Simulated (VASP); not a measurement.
Input of a VASP 6.6.1 run:

INCAR

```
SYSTEM = RuSe
PREC = Accurate
ENCUT = 520
EDIFF = 1E-6
ISMEAR = 0
SIGMA = 0.05
LREAL = .FALSE.
LASPH = .TRUE.
NELM = 80
ALGO = Fast
ISIF = 2
LWAVE = .FALSE.
LCHARG = .FALSE.
LMAXMIX = 4
LDAU = .TRUE.
LDAUTYPE = 2
LDAUL = 2 -1
LDAUU = 7 0
LDAUJ = 0 0
LDAUPRINT = 1
GGA = PS
```

File KPOINTS:

```
regular mesh
0
G
  6 6 6
  0 0 0
```

POSCAR

```
RuSe
1.0
    3.1876923100      0.0000000000      0.0000000000
    0.0000000000      3.1876923100      0.0000000000
    0.0000000000      0.0000000000      3.1876923100
Ru Se
1 1
Direct
    0.0000000000      0.0000000000      0.0000000000
    0.5000000000      0.5000000000      0.5000000000
```

Potentials or basis: VASP PAW PBE potentials, release 64 (Ru_pv, Se).

The run is started by

```bash
$ cat potpaw_PBE.64/Ru_pv/POTCAR potpaw_PBE.64/Se/POTCAR > POTCAR
$ mpirun -np 1 vasp_std > vasp.out
```

Task: Predict the band gap on the k mesh.

Result: None (metal or under the smearing width).

Task: Estimate the pressure.

Result: -15.9 GPa.

Eigenvalues of the final occupation matrices:
```
    site  spin  trace               eigenvalues
site 1 d     1   3.10  0.47 0.47 0.72 0.72 0.72
site 1 d     2   3.10  0.47 0.47 0.72 0.72 0.72
```

Caveat: the PAW data sets were made with another functional, which shifts forces and pressure a little; U without spin polarisation on a metal has little footing.
